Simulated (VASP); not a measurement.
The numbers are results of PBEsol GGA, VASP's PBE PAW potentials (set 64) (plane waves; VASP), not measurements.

VASP ran on this input.

### KPOINTS
```
Automatic mesh
0
Gamma
3 5 3
0 0 0
```

### POSCAR
```
GePd
5.783570
  1.0000000000   0.0000000000   0.0000000000
  0.0000000000   0.6136797860   0.0000000000
  0.0000000000   0.0000000000   1.0886269207
Ge Pd
4 4
direct
  0.8146000000   0.7500000000   0.5778100000
  0.1854000000   0.2500000000   0.4221900000
  0.6854000000   0.2500000000   0.0778100000
  0.3146000000   0.7500000000   0.9221900000
  0.9962200000   0.7500000000   0.1909900000
  0.0037800000   0.2500000000   0.8090100000
  0.5037800000   0.2500000000   0.6909900000
  0.4962200000   0.7500000000   0.3090100000
```

INCAR:
```
# general
SYSTEM  = GePd
PREC    = Accurate
ENCUT   = 300
LREAL   = .FALSE.
LASPH   = .TRUE.

# electronic loop
EDIFF   = 1E-6
NELM    = 100
ALGO    = Normal
LMAXMIX = 4

# smearing
ISMEAR  = 0
SIGMA   = 0.272

# functional
GGA     = PS

# ions
ISIF    = 2

# output
LWAVE   = .FALSE.
LCHARG  = .FALSE.
```

POTCAR, in this order: Ge_d Pd (PBE.64 set). Program: vasp_std.

At this cut-off the stress carries a Pulay error, which pulls relaxed volumes low.

Task: Predict the energy per atom (σ→0), pressure, largest force, band gap (on the k-mesh).

Result: 
```json
{
 "energy per atom (σ→0)": "-5.961 eV/atom",
 "band gap (on the k-mesh)": "none (metal, semimetal or under 0.01 eV)",
 "pressure": "-36.8 kbar",
 "largest_force": "0.107 eV/Å"
}
```

File OSZICAR:
```
...
DAV:   8    -0.477293836066E+02    0.72266E-01   -0.21815E-01  1568   0.253E+00    0.695E-01
DAV:   9    -0.477245042310E+02    0.48794E-02   -0.23754E-02  1756   0.134E+00    0.326E-01
DAV:  10    -0.477237565120E+02    0.74772E-03   -0.41603E-03  1816   0.597E-01    0.851E-02
DAV:  11    -0.477237731597E+02   -0.16648E-04   -0.36619E-04  1441   0.121E-01    0.281E-02
DAV:  12    -0.477237784625E+02   -0.53028E-05   -0.22895E-05  1552   0.249E-02    0.757E-03
DAV:  13    -0.477237772034E+02    0.12591E-05   -0.29754E-06  1158   0.122E-02    0.312E-03
DAV:  14    -0.477237766957E+02    0.50768E-06   -0.60324E-07   740   0.532E-03
   1 F= -.47723777E+02 E0= -.47691557E+02  d E =-.644395E-01
```

The structure comes from a computed database's GePd entry (Pnma); how it stands against other phases isn't given here. The cell was not relaxed at this level. The k-mesh is coarse (spacing up to 0.36 per Å, 2π included), so the numbers may not be converged in it.
